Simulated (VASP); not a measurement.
VASP runs on CoPtO$_{2}$ (space group R-3m) share one base input (PBE GGA, plane waves, VASP's PBE PAW potentials (set 64)) and change the settings named in each case.

POSCAR:
```
CoPtO2
1
    1.4122700000     0.8153740000     5.9393900000
   -1.4122700000     0.8153740000     5.9393900000
    0.0000000000    -1.6307490000     5.9393900000
Co Pt O
1 1 2
Direct
  0.5000000000   0.5000000000   0.5000000000
  0.0000000000   0.0000000000   0.0000000000
  0.8877590000   0.8877590000   0.8877590000
  0.1122410000   0.1122410000   0.1122410000
```

**KPOINTS**
```
kpoints
0
G
13 13 13
```

### INCAR
```
SYSTEM  =  CoPtO2
PREC  =  Accurate; ENCUT  =  400; LREAL  =  .FALSE.
LASPH  =  .TRUE.
EDIFF  =  1E-6; NELM  =  100; ALGO  =  Normal
LMAXMIX  =  6
ISMEAR  =  1; SIGMA  =  0.2
GGA  =  PE
ISIF  =  2
LWAVE  =  .FALSE.; LCHARG  =  .FALSE.
```

POTCAR, in this order: Co Pt O (PBE.64 set). Program: vasp_std.

```tsv
change	E(σ→0) (eV/atom)	pressure (GPa)	largest force (eV/Å)	−TS (eV)
base run	-6.6163	0.92	0.101	0.0018
ISMEAR = 0, SIGMA = 0.05	-6.6162	0.93	0.087	-0.0007
ISMEAR = 0, SIGMA = 0.1	-6.6162	0.97	0.092	-0.0040
ISMEAR = -1, SIGMA = 0.1	-6.6160	1.12	0.086	-0.0269
ISMEAR = -1	-6.6102	2.04	0.105	-0.1809
SIGMA = 0.1	-6.6161	0.95	0.089	-0.0001
ISMEAR = -5, SIGMA removed	-6.6159	0.99	0.110	0.0000
```
 Energies of different potentials or functionals have different zeros.  Unless said otherwise, spin-orbit coupling is left out, though it shifts the bands of the heavy elements here. At 400 eV the pressure can carry a Pulay error.

Left out are runs that ran out of time, are held back, or changed the cell or the kind of run, fixed moments of cells without a moment, rows past the twelfth, gaps on odd meshes, pressures of charged cells and columns that move by less than the noise.

The structure comes from a computed database's CoPtO2 entry; how it stands against other phases isn't given here. The cell was not relaxed at this level, forces remain on its atoms. The run is not spin-polarised, so no magnetic state was tried. The electron count is odd and the run is not spin-polarised, which forces a metal.
